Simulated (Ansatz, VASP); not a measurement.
One structure in several programs: Cu3Sn (Pmmn, 8 atoms in the cell)

Self-consistent single point.

```yaml
crystal:
  lattice:
    - [4.32369, 0.00000, 0.00000]
    - [0.00000, 5.43252, 0.00000]
    - [0.00000, 0.00000, 4.76457]
  atoms:
    - { symbol: Cu, position: [0.50000, 0.00000, 0.30100] }
    - { symbol: Cu, position: [0.00000, 0.50000, 0.69900] }
    - { symbol: Cu, position: [0.00000, 0.75052, 0.15581] }
    - { symbol: Cu, position: [0.00000, 0.24948, 0.15581] }
    - { symbol: Cu, position: [0.50000, 0.74948, 0.84419] }
    - { symbol: Cu, position: [0.50000, 0.25052, 0.84419] }
    - { symbol: Sn, position: [0.50000, 0.50000, 0.34118] }
    - { symbol: Sn, position: [0.00000, 0.00000, 0.65882] }
```

Shared settings, as Ansatz (a program for electronic structure) writes them: kpoints.mp_grid.grid = 4 3 4; magnetization.spin_orbit = true; scf.occupations.method = fermi_dirac; scf.occupations.width = 0.1 eV. Potentials and cutoffs stand in the table.

| code | model | pressure (GPa) | largest force (eV/Å) | cutoff |
|---|---|---|---|---|
| VASP | PBEsol, spin-orbit coupling, VASP's PBE PAW potentials (set 64) | -3.15 | 0.060 | 300 eV |
| Ansatz | PBEsol with spin-orbit coupling, default PAW files made with PBE | -1.91 | 0.059 | default |

Size of the force on each atom (eV/Å): Sizes of forces hide their directions.

```json
[
 {"code": "VASP", "Cu1": "0.024", "Cu2": "0.024", "Cu3": "0.060", "Cu4": "0.060", "Cu5": "0.060", "Cu6": "0.060", "Sn7": "0.002", "Sn8": "0.002"},
 {"code": "Ansatz", "Cu1": "0.032", "Cu2": "0.032", "Cu3": "0.059", "Cu4": "0.059", "Cu5": "0.059", "Cu6": "0.059", "Sn7": "0.001", "Sn8": "0.001"}
]
```

The spread over the programs that give each value: pressure within 1.24 GPa; largest force within 0.001 eV/Å.

Ansatz's pressure is given at a fixed set of plane waves, as the other plane-wave codes print theirs; with its correction for the finite basis it is -1.81 GPa.

The shared mesh is coarse (it stands for a supercell whose shortest vector is 16 Å), so the values are not converged in it.

VASP's run is marked for a possible Pulay error in its stress at this cutoff; no cutoff test was made.

The starting cell comes from a database of computed structures (which also holds hypothetical and non-ambient phases and stackings), without a prior relaxation at this level.

Keys are those of Ansatz 0.2.
